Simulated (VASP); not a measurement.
Input of a VASP 6.6.1 run:

Contents of INCAR:

```
ALGO = Normal
EDIFF = 1E-6
EDIFFG = -0.004
ENCUT = 600
GGA = PE
IBRION = 2
ISIF = 3
ISMEAR = 0
IVDW = 13
LASPH = T
LCHARG = F
LREAL = F
LWAVE = F
NELM = 100
NSW = 70
PREC = Accurate
PSTRESS = 9.999999999999999e-06
SIGMA = 0.02
```

KPOINTS

```
k-points
0
Gamma
  18 18 8
```

POSCAR

```
BN
1.0
    2.5352988157      0.0000000000      0.0000000000
   -1.2676494078      2.1956331806      0.0000000000
    0.0000000000      0.0000000000      4.1931040734
B N
2 2
Direct
    0.6666666667      0.3333333333      0.0002672243
    0.3333333333      0.6666666667      0.5002672243
    0.6666666667      0.3333333333      0.3747327757
    0.3333333333      0.6666666667      0.8747327757
```

Potentials or basis: VASP PAW PBE potentials, release 64 (B, N).

Command:

```bash
$ cat potpaw_PBE.64/B/POTCAR potpaw_PBE.64/N/POTCAR > POTCAR
$ mpirun -np 1 vasp_std > vasp.out
```

(1) What does it give for the band gap on the k mesh?

(2) Predict the space group after relaxing (to 0.05 Å).

Results:

(1) 5.18 eV, indirect (least direct gap 8.30 eV).

(2) P6_3mc (No. 186).

Caveat: the cell is relaxed towards a set pressure, so the enthalpy falls and the energy may rise.
